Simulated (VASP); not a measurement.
Output of a VASP run:

File OUTCAR:
```
 ion  position               nearest neighbor table
   1  0.500  0.500  0.500-   2 2.52   2 2.52   2 2.52   2 2.52   2 2.52   2 2.52   2 2.52   2 2.52
  LATTYP: Found a simple cubic cell.
 ALAT       =     2.9126066657
 Subroutine PRICEL returns:
 Original cell was already a primitive cell.
 Subroutine GETGRP returns: Found 48 space group operations
The static configuration has the point symmetry O_h .
The dynamic configuration has the point symmetry O_h .
 Subroutine INISYM returns: Found 48 space group operations
 Subroutine IBZKPT returns following result:
 Found     84 irreducible k-points:

 Following reciprocal coordinates:
            Coordinates               Weight
  0.000000  0.000000  0.000000      1.000000
  0.083333  0.000000  0.000000      6.000000
  0.166667  0.000000  0.000000      6.000000
  0.250000  0.000000  0.000000      6.000000
  0.333333  0.000000  0.000000      6.000000
  0.416667  0.000000  0.000000      6.000000
  0.500000  0.000000  0.000000      3.000000
  0.083333  0.083333  0.000000     12.000000
  0.166667  0.083333  0.000000     24.000000
  0.250000  0.083333  0.000000     24.000000
  0.333333  0.083333  0.000000     24.000000
  0.416667  0.083333  0.000000     24.000000
  0.500000  0.083333  0.000000     12.000000
  0.166667  0.166667  0.000000     12.000000
  0.250000  0.166667  0.000000     24.000000
  0.333333  0.166667  0.000000     24.000000
  0.416667  0.166667  0.000000     24.000000
  0.500000  0.166667  0.000000     12.000000
  0.250000  0.250000  0.000000     12.000000
  0.333333  0.250000  0.000000     24.000000
  0.416667  0.250000  0.000000     24.000000
  0.500000  0.250000  0.000000     12.000000
  0.333333  0.333333  0.000000     12.000000
  0.416667  0.333333  0.000000     24.000000
  0.500000  0.333333  0.000000     12.000000
  0.416667  0.416667  0.000000     12.000000
  0.500000  0.416667  0.000000     12.000000
  0.500000  0.500000  0.000000      3.000000
  0.083333  0.083333  0.083333      8.000000
  0.166667  0.083333  0.083333     24.000000
  0.250000  0.083333  0.083333     24.000000
  0.333333  0.083333  0.083333     24.000000
  0.416667  0.083333  0.083333     24.000000
  0.500000  0.083333  0.083333     12.000000
  0.166667  0.166667  0.083333     24.000000
  0.250000  0.166667  0.083333     48.000000
  0.333333  0.166667  0.083333     48.000000
  0.416667  0.166667  0.083333     48.000000
  0.500000  0.166667  0.083333     24.000000
  0.250000  0.250000  0.083333     24.000000
   k-points           NKPTS =     84   k-points in BZ     NKDIM =     84   number of bands    NBANDS=     12
   number of dos      NEDOS =    301   number of ions     NIONS =      2
   total plane-waves  NPLWV =  13824
   dimension x,y,z NGX =    24 NGY =   24 NGZ =   24
   dimension x,y,z NGXF=    48 NGYF=   48 NGZF=   48
   ions per type =               1   1
   PREC   = accura    normal or accurate (medium, high low for compatibility)
   ISTART =      0    job   : 0-new  1-cont  2-samecut
   ICHARG =      2    charge: 1-file 2-atom 10-const
   ISPIN  =      1    spin polarized calculation?
   LNONCOLLINEAR =      F non collinear calculations
   LSORBIT =      F    spin-orbit coupling
   INIWAV =      1    electr: 0-lowe 1-rand  2-diag
   ENCUT  =  520.0 eV  38.22 Ry    6.18 a.u.   5.42  5.42  5.42*2*pi/ulx,y,z
   NELM   =    100;   NELMIN=  2; NELMDL= -5     # of ELM steps
   EDIFF  = 0.1E-06   stopping-criterion for ELM
   LREAL  =      F    real-space projection
   NLSPLINE    = F    spline interpolate recip. space projectors
   LMAXMIX     =    4 max onsite mixed and CHGCAR
   VOSKOWN=      0    Vosko Wilk Nusair interpolation
   EDIFFG = 0.1E-05   stopping-criterion for IOM
   NSW    =      0    number of steps for IOM
   NBLOCK =      1;   KBLOCK =      1    inner block; outer block
   IBRION =     -1    ionic relax: 0-MD 1-quasi-New 2-CG
   NFREE  =      0    steps in history (QN), initial steepest desc. (CG)
...
```

File OSZICAR:
```
       N       E                     dE             d eps       ncg     rms          rms(c)
DAV:   1     0.119965503586E+03    0.11997E+03   -0.93795E+03  2024   0.135E+03
DAV:   2    -0.123619290764E+02   -0.13233E+03   -0.12775E+03  2216   0.361E+02
DAV:   3    -0.147741037980E+02   -0.24122E+01   -0.23498E+01  2408   0.497E+01
DAV:   4    -0.147981848531E+02   -0.24081E-01   -0.24071E-01  2276   0.497E+00
DAV:   5    -0.147987552394E+02   -0.57039E-03   -0.57036E-03  2512   0.679E-01    0.146E+01
DAV:   6    -0.141779342785E+02    0.62082E+00   -0.33923E+00  2144   0.217E+01    0.272E+00
DAV:   7    -0.141232372189E+02    0.54697E-01   -0.20833E-01  2124   0.560E+00    0.253E+00
DAV:   8    -0.141078701719E+02    0.15367E-01   -0.13883E-02  2204   0.117E+00    0.210E-01
DAV:   9    -0.141077973543E+02    0.72818E-04   -0.20344E-04  2484   0.128E-01    0.140E-01
DAV:  10    -0.141077964911E+02    0.86320E-06   -0.21584E-05  2452   0.601E-02    0.150E-02
DAV:  11    -0.141077951828E+02    0.13083E-05   -0.15746E-06  2352   0.167E-02    0.628E-03
DAV:  12    -0.141077947827E+02    0.40008E-06   -0.44195E-08  1308   0.225E-03    0.188E-04
DAV:  13    -0.141077948088E+02   -0.26039E-07   -0.63199E-09  1068   0.846E-04
   1 F= -.15227631E+02 E0= -.15227531E+02  d E =-.299402E-03
```

### OUTCAR
```
------------------------ aborting loop because EDIFF is reached ----------------------------------------
 Edisp (eV)   -1.11984
  FORCE on cell =-STRESS in cart. coord.  units (eV):
  Direction    XX          YY          ZZ          XY          YZ          ZX
  --------------------------------------------------------------------------------------
  Total       2.37115     2.37115     2.37115     0.00000     0.00000    -0.00000
  in kB     153.75331   153.75331   153.75331     0.00000     0.00000    -0.00000
  external pressure =      153.75 kB  Pullay stress =        0.00 kB
  volume of cell :       24.71
      direct lattice vectors                 reciprocal lattice vectors
     2.912606666  0.000000000  0.000000000     0.343335065  0.000000000  0.000000000
     0.000000000  2.912606666  0.000000000     0.000000000  0.343335065  0.000000000
     0.000000000  0.000000000  2.912606666     0.000000000  0.000000000  0.343335065
 POSITION                                       TOTAL-FORCE (eV/Angst)
 -----------------------------------------------------------------------------------
      1.45630      1.45630      1.45630         0.000000      0.000000      0.000000
      0.00000      0.00000      0.00000         0.000000      0.000000      0.000000
 -----------------------------------------------------------------------------------
    total drift:                                0.000000      0.000000      0.000000
  FREE ENERGIE OF THE ION-ELECTRON SYSTEM (eV)
  ---------------------------------------------------
  free  energy   TOTEN  =       -15.2276309695 eV

  energy  without entropy=      -15.2273315677  energy(sigma->0) =      -15.22753117
```
(Selected blocks of OUTCAR.)

### POSCAR
```
RuAl
1
    2.9126066657     0.0000000000     0.0000000000
    0.0000000000     2.9126066657     0.0000000000
    0.0000000000     0.0000000000     2.9126066657
Al Ru
1 1
Direct
  0.5000000000   0.5000000000   0.5000000000
  0.0000000000   0.0000000000   0.0000000000
```

Q: Reconstruct the remaining input files.

A: One answer among several that fit: the input of the run itself, PBE GGA with D3 dispersion (Becke-Johnson damping), plane waves, VASP's PBE PAW potentials (set 64).

**INCAR**
```
# general
SYSTEM =RuAl
PREC   =Accurate
ENCUT  =520
LREAL  =.False.
LASPH  =.True.

# electronic loop
EDIFF  =1E-7
NELM   =100
ALGO   =Normal
LMAXMIX=4

# smearing
ISMEAR =1
SIGMA  =0.1

# functional
GGA    =PE
IVDW   =12

# ions
ISIF   =2

# output
LWAVE  =.False.
LCHARG =.False.
```

### KPOINTS
```
Regular mesh
0
G
  12 12 12
```

POTCAR, in this order: Al Ru_pv (PBE.64 set). Program: vasp_std.

The compound is RuAl in the CsCl type structure. This cell is one point of a volume scan, at 0.94 of the reference volume. The electron count is odd and the run is not spin-polarised, which forces a metal.
